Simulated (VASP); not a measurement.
Calculation: r2SCAN+rVV10, VASP's PBE PAW potentials (set 64) (plane waves; VASP 6.6.1).

VASP ran on this input.

**INCAR**
```
SYSTEM = Tm
PREC = Accurate
ENCUT = 520
EDIFF = 1E-7
NELM = 100
ALGO = Normal
LREAL = .FALSE.
LASPH = .TRUE.
ISMEAR = 1
SIGMA = 0.1
METAGGA = R2SCAN
LUSE_VDW = .TRUE.
BPARAM = 11.95
CPARAM = 0.0093
LMIXTAU = .TRUE.
LMAXMIX = 6
LWAVE = .FALSE.
LCHARG = .FALSE.
ISIF = 4
IBRION = 2
NSW = 30
EDIFFG = -0.01
```

**POSCAR**
```
Tm
1
    1.7354080033    -3.0058149029     0.0000000000
    1.7354080033     3.0058149029     0.0000000000
    0.0000000000     0.0000000000     5.3872721238
Tm
2
Direct
  0.3333330000   0.6666670000   0.2500000000
  0.6666670000   0.3333330000   0.7500000000
```

### KPOINTS
```
Automatic mesh
0
Gamma
12 12 7
0 0 0
```

POTCAR, in this order: Tm_3 (PBE.64 set). Program: vasp_std.

Task: What will the output report for the number of irreducible k-points (NKPTS), largest plane-wave count, number of space-group operations, FFT grid (NGX, NGY, NGZ)?

Result: 
The number of irreducible k-points (NKPTS) is 76 and the largest plane-wave count is 1538. The number of space-group operations is 24 and the FFT grid (NGX, NGY, NGZ) is 28 × 28 × 40.

The compound is Tm in the hcp structure. This cell is one point of a volume scan, at 0.94 of the reference volume. Symmetry was kept, so distortions that lower it aren't found. The 4f electrons are frozen in the core of the lanthanide potential, so 4f levels, which can set the real gap, and their magnetism are missing.
